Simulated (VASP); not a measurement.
The system is Na.

```
CELL_PARAMETERS angstrom
-2.11500 2.11500 2.11500
2.11500 -2.11500 2.11500
2.11500 2.11500 -2.11500
ATOMIC_POSITIONS crystal
Na 0.00000 0.00000 0.00000
```

The cell was built by a generator and needn't be a form met in nature.

Base run:

| Property | Result |
| --- | --- |
| Program | VASP 6.6.1 |
| Functional | PBE |
| Potentials or basis | VASP PAW PBE potentials, release 64 (Na_pv) |
| Cutoff | 520 eV |
| k mesh | 22 × 22 × 22 |
| Occupations | methfessel-paxton, width 0.1 eV |
| Spin | no spin polarisation |

Its results: band gap on the k mesh none (metal or under the smearing width); pressure -0.2 GPa.

Question: The run is repeated on the same cell with these changes: functional from PBE to LDA; potentials or basis from VASP PAW PBE potentials, release 64 (Na_pv) to VASP PAW LDA potentials, release 64 (Na_pv). What comes out?

Answer: Band gap on the k mesh none (metal or under the smearing width); pressure -0.9 GPa.

Not every run made on this cell is shown here.
